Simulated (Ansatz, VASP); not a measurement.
# Cross-check of Zr6SiO14 (amorphous 86ZrO2-14SiO2 (mol %)) between VASP and Ansatz

One calculation is typed for both programs; each brings its own data sets. How far apart do they land? The structure shown is the start of the Ansatz relaxation below; VASP solves that cell, so the two are compared at the walk's first step.

Main program and level: Ansatz 0.2.0; plane waves, with VASP 6.6.1 beside it; single point at PBE.

## Step 1: The structure

The cell holds 84 atoms: 24 Zr, 4 Si and 56 O. Cell: a = 10.403 Å, b = 10.403 Å, c = 10.403 Å, α = 90.0°, β = 90.0°, γ = 90.0°. As first built, before any earlier steps moved the atoms (in the runner's words): 84 atoms (24 Zr, 4 Si, 56 O) placed at random at 4.72 g/cm^3, melted at 5000 K for 10 ps at fixed volume with the Morse and Coulomb pair potential with partial charges (Pedone, Malavasi, Menziani, Cormack and Segre, J. Phys. Chem. B 110, 11780 (2006)). Quenched from 5000 K to 300 K at 50 K/ps and fixed volume, held 5 ps, then minimised at fixed cell.

## Step 2: Ansatz: relaxation, PBE

Ansatz runs on its default PAW (the set named soft_2) files.

The two programs are compared at the cell with which this relaxation starts, whose forces are those of its first step.

Input file input.yaml:

```yaml
crystal:
  lattice:
    - [10.4028, 0.0, 0.0]
    - [0.0, 10.4028, 0.0]
    - [0.0, 0.0, 10.4028]
  atoms:
    - { symbol: Zr, position: [0.42158, 0.53706, 0.13149] }
    - { symbol: Zr, position: [0.02517, 0.78528, 0.32959] }
    - { symbol: Zr, position: [0.03774, 0.82187, 0.71459] }
    - { symbol: Zr, position: [0.28265, 0.33394, 0.26934] }
    - { symbol: Zr, position: [0.72979, 0.14445, 0.19048] }
    - { symbol: Zr, position: [0.70047, 0.75558, 0.18928] }
    - { symbol: Zr, position: [0.53242, 0.13619, 0.8468] }
    - { symbol: Zr, position: [0.27242, 0.01931, 0.38166] }
    - { symbol: Zr, position: [0.92119, 0.17723, 0.83962] }
    - { symbol: Zr, position: [0.9273, 0.45104, 0.23565] }
    - { symbol: Zr, position: [0.56077, 0.92532, 0.61648] }
    - { symbol: Zr, position: [0.68574, 0.36225, 0.95162] }
    - { symbol: Zr, position: [0.62294, 0.6876, 0.88013] }
    - { symbol: Zr, position: [0.25294, 0.69901, 0.8562] }
    - { symbol: Zr, position: [0.04798, 0.11637, 0.17024] }
    - { symbol: Zr, position: [0.85238, 0.4787, 0.67008] }
    - { symbol: Zr, position: [0.27931, 0.32602, 0.88493] }
    - { symbol: Zr, position: [0.77557, 0.75782, 0.53566] }
    - { symbol: Zr, position: [0.40628, 0.73928, 0.40289] }
    - { symbol: Zr, position: [0.92187, 0.0628, 0.5102] }
    - { symbol: Zr, position: [0.47612, 0.47717, 0.68145] }
    - { symbol: Zr, position: [0.1281, 0.28321, 0.61004] }
    - { symbol: Zr, position: [0.66435, 0.43306, 0.3695] }
    - { symbol: Zr, position: [0.1786, 0.5649, 0.49411] }
    - { symbol: Si, position: [0.24727, 0.01167, 0.91906] }
    - { symbol: Si, position: [0.41273, 0.84004, 0.10237] }
    - { symbol: Si, position: [0.95361, 0.68892, 0.01578] }
    - { symbol: Si, position: [0.52858, 0.21249, 0.4869] }
    - { symbol: O, position: [0.22916, 0.51155, 0.8914] }
    - { symbol: O, position: [0.6677, 0.5107, 0.77031] }
    - { symbol: O, position: [0.89952, 0.67818, 0.6746] }
    - { symbol: O, position: [0.98436, 0.77904, 0.13506] }
    - { symbol: O, position: [0.51182, 0.94774, 0.80524] }
    - { symbol: O, position: [0.82595, 0.7856, 0.34492] }
    - { symbol: O, position: [0.10895, 0.24785, 0.80847] }
    - { symbol: O, position: [0.74885, 0.96803, 0.5499] }
    - { symbol: O, position: [0.5174, 0.67131, 0.24896] }
    - { symbol: O, position: [0.33106, 0.36584, 0.07467] }
    - { symbol: O, position: [0.63413, 0.20358, 0.36955] }
    - { symbol: O, position: [0.3865, 0.58274, 0.52956] }
    - { symbol: O, position: [0.17969, 0.68856, 0.66587] }
    - { symbol: O, position: [0.58562, 0.78364, 0.4742] }
    - { symbol: O, position: [0.07147, 0.31584, 0.20556] }
    - { symbol: O, position: [0.92869, 0.22642, 0.62893] }
    - { symbol: O, position: [0.19837, 0.36846, 0.44456] }
    - { symbol: O, position: [0.02051, 0.58702, 0.36067] }
    - { symbol: O, position: [0.75439, 0.56677, 0.24565] }
    - { symbol: O, position: [0.38587, 0.91753, 0.51297] }
    - { symbol: O, position: [0.73246, 0.5571, 0.52141] }
    - { symbol: O, position: [0.68028, 0.95392, 0.19341] }
    - { symbol: O, position: [0.04532, 0.72933, 0.89774] }
    - { symbol: O, position: [0.30554, 0.36028, 0.68331] }
    - { symbol: O, position: [0.34176, 0.94101, 0.01766] }
    - { symbol: O, position: [0.12588, 0.05985, 0.99426] }
    - { symbol: O, position: [0.20712, 0.75099, 0.40956] }
    - { symbol: O, position: [0.72037, 0.18909, 0.82555] }
    - { symbol: O, position: [0.95665, 0.0005, 0.74514] }
    - { symbol: O, position: [0.38263, 0.88018, 0.2518] }
    - { symbol: O, position: [0.44103, 0.6432, 0.7988] }
    - { symbol: O, position: [0.66951, 0.77968, 0.71018] }
    - { symbol: O, position: [0.10275, 0.96106, 0.28942] }
    - { symbol: O, position: [0.98198, 0.86314, 0.52114] }
    - { symbol: O, position: [0.7935, 0.71313, 0.99323] }
    - { symbol: O, position: [0.49029, 0.40439, 0.27256] }
    - { symbol: O, position: [0.4939, 0.3372, 0.84094] }
    - { symbol: O, position: [0.86377, 0.3802, 0.84912] }
    - { symbol: O, position: [0.33222, 0.13326, 0.86915] }
    - { symbol: O, position: [0.55113, 0.79309, 0.04192] }
    - { symbol: O, position: [0.59605, 0.18952, 0.03548] }
    - { symbol: O, position: [0.89576, 0.10588, 0.31108] }
    - { symbol: O, position: [0.55525, 0.36035, 0.53426] }
    - { symbol: O, position: [0.5817, 0.52804, 0.01057] }
    - { symbol: O, position: [0.96692, 0.54914, 0.06842] }
    - { symbol: O, position: [0.04326, 0.46426, 0.61396] }
    - { symbol: O, position: [0.76866, 0.34044, 0.1437] }
    - { symbol: O, position: [0.3322, 0.7046, 0.05072] }
    - { symbol: O, position: [0.12836, 0.10492, 0.51203] }
    - { symbol: O, position: [0.8487, 0.36756, 0.39823] }
    - { symbol: O, position: [0.24556, 0.14448, 0.22711] }
    - { symbol: O, position: [0.21057, 0.89808, 0.81586] }
    - { symbol: O, position: [0.88712, 0.13663, 0.04307] }
    - { symbol: O, position: [0.28299, 0.54072, 0.27795] }
    - { symbol: O, position: [0.53835, 0.12792, 0.61946] }
    - { symbol: O, position: [0.39377, 0.17951, 0.4248] }
kpoints:
  mp_grid: { grid: [1, 1, 1] }
hamiltonian:
  xc: pbe
scf:
  occupations: { method: fixed }
output:
  forces: true
relax:
  f_tol: 0.05
  max_steps: 150
  cell: {}
```

Started as:

```sh
$ ansatz run input.yaml --threads 4 --pin off --max-ram 8192MiB --backend cpu --events-out ev --progress --plain --runs-dir out
```

Numbers of over 12 decimals in the logs are rounded to 6 here.

Output:

```text
Engine: ansatz 0.2.0, aarch64-unknown-linux-gnu
Pseudopotentials: kind: paw
Pseudopotential: Zr, paw, valence charge 12, recommended cutoff 420 eV (normal), Zr.paw.azcp
Pseudopotential: Si, paw, valence charge 4, recommended cutoff 420 eV (normal), Si.paw.azcp
Pseudopotential: O, paw, valence charge 6, recommended cutoff 420 eV (normal), O.paw.azcp
Functional definition: PBE
  parameter kappa = 0.804
  parameter beta = 0.066725
  exchange = pbe_x(kappa = kappa, mu = beta*pi^2/3)
  correlation = pbe_c(beta = beta)
Crystal: 84 atoms, lattice volume = 1125.773 Å³
Basis set: ecut = 420 eV, 22119 PW (Γ), exchange–correlation on 144×144×144 points (8 copies of the dense FFT grid, shifted against one another)
Bands: 404, of which v1, the nominal top of the filled ones, is band 320 counted from 1 (319 counted from 0)
Symmetry: 1 space group operations
Space group: P1 (ITA 1), of the structure as read, at distance tolerance 1.0e-4 Å
k-points: 1
Non-local potential: Zr, projectors of the file, l = 0: 3, l = 1: 2, l = 2: 2, l = 3: 2
Non-local potential: Si, projectors of the file, l = 0: 2, l = 1: 2, l = 2: 2
Non-local potential: O, projectors of the file, l = 0: 2, l = 1: 2, l = 2: 1
PAW form: soft (Blöchl's): semilocal exchange-correlation on the pseudo side does not see the compensation charge
PAW one-centre angular grid: Zr, 590 points (default); XC on 64 Gauss nodes
PAW one-centre angular grid: Si, 110 points (default); XC on 64 Gauss nodes
PAW one-centre angular grid: O, 110 points (default); XC on 64 Gauss nodes
Initial density: superposition of atomic densities (neutral atoms: chi_scale 0, normalization atom), corrected by the library's trained network
Initial wavefunctions: pseudopotential atomic-orbital guess
Functional: x = pbe(κ = 0.804, μ = 0.219515), c = pbe(β = 0.066725)
SCF iter   1: F=—  HF=-134856.573823 eV  |F-HF|=—  |Δ(HF+E_count)|=         —  Δρ=4.17e-3  dr2=1.52e-1  ethr=1.77e-3  ⟨swp⟩=4.0  Hψ=1225  notcnv=0  defer=81
preconditioner: auto → Resta (q_TF=auto, 2.483 Å⁻¹)  ε∞=3.8  [insulator: Δε(μ)=2.781 eV  Ē_g=15.957 eV  n_scr=256 (ndim 8)  ℏωp=26.9 eV  f_vac=0.089  ε∞_Penn≈3.8]
SCF iter   2: F=—  HF=-134856.553725 eV  |F-HF|=—  |Δ(HF+E_count)|=   2.01e-2  Δρ=2.22e-3  dr2=2.86e-2  ethr=2.38e-5  ⟨swp⟩=2.0  Hψ=749  notcnv=0  defer=82
SCF iter   3: F=—  HF=-134856.555872 eV  |F-HF|=—  |Δ(HF+E_count)|=   2.15e-3  Δρ=1.01e-3  dr2=7.73e-3  ethr=4.47e-6  ⟨swp⟩=2.0  Hψ=534  notcnv=0  defer=82
SCF iter   4: F=—  HF=-134856.557819 eV  |F-HF|=—  |Δ(HF+E_count)|=   1.95e-3  Δρ=2.49e-4  dr2=6.37e-4  ethr=1.21e-6  ⟨swp⟩=2.0  Hψ=504  notcnv=0  defer=82
SCF iter   5: F=—  HF=-134856.558072 eV  |F-HF|=—  |Δ(HF+E_count)|=   2.53e-4  Δρ=1.58e-4  dr2=2.68e-4  ethr=9.95e-8  ⟨swp⟩=2.0  Hψ=551  notcnv=0  defer=80
SCF iter   6: F=—  HF=-134856.558088 eV  |F-HF|=—  |Δ(HF+E_count)|=   1.64e-5  Δρ=5.29e-5  dr2=3.20e-5  ethr=4.19e-8  ⟨swp⟩=2.0  Hψ=548  notcnv=0  defer=77
SCF iter   7: F=—  HF=-134856.560227 eV  |F-HF|=—  |Δ(HF+E_count)|=   2.14e-3  Δρ=3.38e-5  dr2=1.21e-5  ethr=5.00e-9  ⟨swp⟩=2.0  Hψ=711  notcnv=0  defer=78
SCF iter   8: F=—  HF=-134856.560229 eV  |F-HF|=—  |Δ(HF+E_count)|=   1.63e-6  Δρ=9.80e-6  dr2=1.15e-6  ethr=1.89e-9  ⟨swp⟩=2.0  Hψ=551  notcnv=0  defer=78
SCF iter   9: F=—  HF=-134856.560230 eV  |F-HF|=—  |Δ(HF+E_count)|=   1.40e-6  Δρ=6.59e-6  dr2=4.84e-7  ethr=1.80e-10  ⟨swp⟩=2.0  Hψ=551  notcnv=0  defer=78
SCF iter  10: F=-134856.560230 eV  HF=-134856.560230 eV  |F-HF|=1.73e-8  |Δ(HF+E_count)|=   9.66e-8  Δρ=2.35e-6  dr2=6.38e-8  ethr=1.56e-11  ⟨swp⟩=3.0  Hψ=1280  notcnv=0
SCF 1 converged in 10 iterations: F = -134856.560230 eV  dr2 = 6.38e-8
  greatest PAW one-centre occupation: 0.995 electrons in one spin orbital (limit 2), on the Zr atom at site 10 (counted from 0), in its partial waves of l = 0
relax step   1: F+E_penalty+E_count = -134856.56023048 eV  Δ(F+E_penalty+E_count) = +0.000e0 eV  max|allowed force component| = 2.724e0 eV/Å  Δτ_max = 0.0000 Å  P = -1.649 GPa  Ω = 1125.773 Å³  (10 SCF iters, dr2 threshold 1.00e-7 eV, accepted)
Crystal: 84 atoms, lattice volume = 1101.244 Å³
Basis set: ecut = 420 eV, 21531 PW (Γ), exchange–correlation on 144×144×144 points (8 copies of the dense FFT grid, shifted against one another)
Initial density: handed on by an earlier stage of this run
Initial wavefunctions: those handed on with the density
iter 1 solved again at ethr=1.53e-4 eV; its pass at ethr=3.10e-3 eV (dr2=9.79e-1 eV) is discarded
SCF iter   1: F=—  HF=-134858.220414 eV  |F-HF|=—  |Δ(HF+E_count)|=         —  Δρ=1.18e-2  dr2=9.81e-1  ethr=1.53e-4  ⟨swp⟩=1.0  Hψ=1663  notcnv=0  defer=79
preconditioner: auto → Resta (q_TF=auto, 2.492 Å⁻¹)  ε∞=3.9  [insulator: Δε(μ)=3.104 eV  Ē_g=16.059 eV  n_scr=270 (ndim 8)  ℏωp=27.2 eV  f_vac=0.079  ε∞_Penn≈3.9]
[...]
atom  62  O      0.00182526    -0.00909039     0.00230246
  atom  63  O     -0.00892760     0.00081990    -0.00180023
  atom  64  O      0.00152799     0.00054108    -0.00470183
  atom  65  O     -0.00785645     0.00322852     0.00182351
  atom  66  O      0.00003117     0.00769695     0.00337828
  atom  67  O      0.01611746     0.01348491    -0.00523295
  atom  68  O      0.00036174    -0.00519342    -0.00911362
  atom  69  O     -0.00243225     0.00180774    -0.00561533
  atom  70  O     -0.00116370     0.00726448     0.00054448
  atom  71  O      0.00653042     0.00767120     0.00375425
  atom  72  O     -0.01178804     0.00769952     0.00128220
  atom  73  O     -0.00544001    -0.00110432     0.00330996
  atom  74  O      0.00301218    -0.00352043    -0.00415612
  atom  75  O     -0.00219376     0.00851771     0.00162079
  atom  76  O      0.00494927    -0.00025539     0.00348240
  atom  77  O      0.00417937     0.00795531     0.00587990
  atom  78  O     -0.00061159    -0.00877028     0.00259700
  atom  79  O      0.00117990     0.00480596     0.00421757
  atom  80  O      0.00297283     0.00253276     0.00016603
  atom  81  O      0.00397182     0.00063412     0.00000433
  atom  82  O     -0.00361347     0.00536088    -0.00072480
  atom  83  O      0.00709618    -0.01764561     0.00693358
  atom  84  O      0.00153391    -0.00459150    -0.00046729
  max |Σ_I F_I| component: 1.28e-5 eV/Å
--- Stress (GPa, compression-positive) ---
       -0.007298      -0.000574       0.016954
       -0.000574      -0.002288      -0.002326
        0.016955      -0.002325      -0.000435
  P = ⅓ Tr σ = -0.0033 GPa (-0.033 kbar)
--- Relaxed structure (25 steps of the walk, 22 accepted, 2 SCFs on fresh bases) ---
  F+E_penalty+E_count = -134859.99455778 eV   max|allowed force component| = 4.136e-2 eV/Å   (the final SCF, on the basis selected at the relaxed cell)
  cell:  # Å, volume = 1099.2204 Å³
    - [10.357314, -0.219787, 0.044321]
    - [-0.219787, 10.552604, -0.044870]
    - [0.044321, -0.044870, 10.062042]
  atoms:
    - { symbol: Zr, position: [0.387682, 0.544691, 0.117429] }
    - { symbol: Zr, position: [0.035644, 0.779091, 0.318448] }
    - { symbol: Zr, position: [0.028361, 0.809332, 0.719685] }
    - { symbol: Zr, position: [0.298696, 0.324260, 0.284929] }
    - { symbol: Zr, position: [0.728596, 0.137472, 0.189260] }
    - { symbol: Zr, position: [0.689990, 0.761164, 0.193350] }
    - { symbol: Zr, position: [0.536039, 0.116330, 0.854572] }
    - { symbol: Zr, position: [0.271037, 0.021783, 0.393759] }
    - { symbol: Zr, position: [0.903442, 0.149035, 0.837014] }
    - { symbol: Zr, position: [0.933702, 0.439520, 0.247675] }
    - { symbol: Zr, position: [0.578951, 0.934328, 0.609300] }
    - { symbol: Zr, position: [0.667420, 0.385524, 0.955790] }
    - { symbol: Zr, position: [0.623364, 0.706486, 0.868747] }
    - { symbol: Zr, position: [0.257187, 0.682254, 0.848220] }
    - { symbol: Zr, position: [0.051124, 0.123033, 0.173619] }
    - { symbol: Zr, position: [0.838059, 0.464460, 0.639470] }
    - { symbol: Zr, position: [0.284320, 0.327350, 0.887175] }
    - { symbol: Zr, position: [0.780469, 0.745340, 0.520698] }
    - { symbol: Zr, position: [0.412855, 0.748543, 0.399476] }
    - { symbol: Zr, position: [0.937635, 0.044194, 0.492697] }
    - { symbol: Zr, position: [0.487725, 0.490912, 0.667744] }
    - { symbol: Zr, position: [0.120335, 0.280868, 0.622668] }
    - { symbol: Zr, position: [0.657640, 0.439494, 0.353497] }
    - { symbol: Zr, position: [0.178811, 0.560043, 0.492258] }
    - { symbol: Si, position: [0.249905, 0.011428, 0.913199] }
    - { symbol: Si, position: [0.413583, 0.858079, 0.092489] }
    - { symbol: Si, position: [0.948010, 0.677528, 0.021110] }
    - { symbol: Si, position: [0.532407, 0.211061, 0.487342] }
    - { symbol: O, position: [0.260599, 0.519128, 0.943370] }
    - { symbol: O, position: [0.663947, 0.528749, 0.782901] }
    - { symbol: O, position: [0.895275, 0.652631, 0.656596] }
    - { symbol: O, position: [1.019861, 0.776187, 0.123778] }
    - { symbol: O, position: [0.509071, 0.935757, 0.792382] }
    - { symbol: O, position: [0.840135, 0.802727, 0.329989] }
    - { symbol: O, position: [0.103309, 0.267563, 0.826019] }
    - { symbol: O, position: [0.764850, 0.966991, 0.535965] }
    - { symbol: O, position: [0.503109, 0.679699, 0.237007] }
    - { symbol: O, position: [0.335362, 0.344882, 0.079593] }
    - { symbol: O, position: [0.633624, 0.202951, 0.363055] }
    - { symbol: O, position: [0.388669, 0.588752, 0.520146] }
    - { symbol: O, position: [0.177426, 0.681998, 0.664782] }
    - { symbol: O, position: [0.596698, 0.788263, 0.460571] }
    - { symbol: O, position: [0.072642, 0.313370, 0.212768] }
    - { symbol: O, position: [0.934084, 0.200135, 0.621892] }
    - { symbol: O, position: [0.203860, 0.368623, 0.458029] }
    - { symbol: O, position: [0.019647, 0.585845, 0.366495] }
    - { symbol: O, position: [0.745303, 0.588501, 0.266262] }
    - { symbol: O, position: [0.400162, 0.923622, 0.507604] }
    - { symbol: O, position: [0.686287, 0.561743, 0.531865] }
    - { symbol: O, position: [0.685670, 0.957709, 0.203300] }
    - { symbol: O, position: [0.033060, 0.690423, 0.884252] }
    - { symbol: O, position: [0.306068, 0.402316, 0.699477] }
[...]
- { symbol: O, position: [0.145559, 0.101082, 0.530133] }
    - { symbol: O, position: [0.838466, 0.395261, 0.436094] }
    - { symbol: O, position: [0.244944, 0.140205, 0.235082] }
    - { symbol: O, position: [0.211169, 0.882416, 0.826439] }
    - { symbol: O, position: [0.888072, 0.143480, 0.046944] }
    - { symbol: O, position: [0.264470, 0.529316, 0.270442] }
    - { symbol: O, position: [0.550023, 0.127486, 0.619820] }
    - { symbol: O, position: [0.386937, 0.188734, 0.427797] }
```

(Continued in part 2 of 2.)

[Lines on the potential files, build, host, timing and source positions are cut from VASP's logs without a mark.]

[Logs are printed without paths, hosts, clocks, repeated set-up lines and the standing remarks that a program may print on its own settings, such as how far it seeks lower states.]

[Hosts, paths, dates, database ids (printed as entryN), source tags and the programs' standing remarks are cut or masked in the printed files.]
